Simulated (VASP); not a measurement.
An input for Quantum ESPRESSO's pw.x (written as the equivalent of a VASP run, and not itself run):

```
&CONTROL
  calculation = 'scf'
  pseudo_dir = './pseudo'
  outdir = './out'
  tprnfor = .true.
  tstress = .true.
/
&SYSTEM
  ibrav = 0
  nat = 2
  ntyp = 2
  ecutwfc = 80
  occupations = 'smearing'
  smearing = 'gaussian'
  degauss = 0.003675
  input_dft = 'vdw-df2-b86r'
/
&ELECTRONS
  conv_thr = 7.3e-09
  electron_maxstep = 100
/
ATOMIC_SPECIES
  Ga 69.723 Ga.upf
  P 30.974 P.upf
CELL_PARAMETERS angstrom
     0.0000000    2.7382993    2.7382993
     2.7382993    0.0000000    2.7382993
     2.7382993    2.7382993    0.0000000
ATOMIC_POSITIONS crystal
  Ga   0.0000000  0.0000000  0.0000000
  P    0.2500000  0.2500000  0.2500000
K_POINTS automatic
  8 8 8 0 0 0
```

Q: Write the VASP files for the same calculation (rev-vdW-DF2).

A: One answer among several that fit: 
KPOINTS:
```
Automatic
0
Gamma
  8 8 8
0 0 0
```

**POSCAR**
```
GaP
3.872540
  0.0000000000   0.7071067830   0.7071067830
  0.7071067830   0.0000000000   0.7071067830
  0.7071067830   0.7071067830   0.0000000000
Ga P
1 1
Cart
  0.0000000000   0.0000000000   0.0000000000
  0.3535533915   0.3535533915   0.3535533915
```

INCAR:
```
SYSTEM = GaP
PREC = Accurate
ENCUT = 520
EDIFF = 1E-7
NELM = 100
ALGO = Normal
LREAL = .FALSE.
LASPH = .TRUE.
ISMEAR = 0
SIGMA = 0.05
GGA = MK
PARAM1 = 0.1234568
PARAM2 = 0.7114
ZAB_VDW = -1.8867
LUSE_VDW = .TRUE.
AGGAC = 0.0
LMAXMIX = 4
LWAVE = .FALSE.
LCHARG = .FALSE.
ISIF = 2
```

POTCAR, in this order: Ga_d P (PBE.64 set). Program: vasp_std.

The two are equivalent in intent, not identical: the potentials are each code's own (VASP's PAW set, PseudoDojo norm-conserving files in pw.x), so ENCUT and ecutwfc are chosen apart and not converted; conv_thr bounds pw.x's estimated SCF error, while EDIFF bounds the energy change between steps.

The compound is GaP in the zinc blende structure. It was relaxed first.
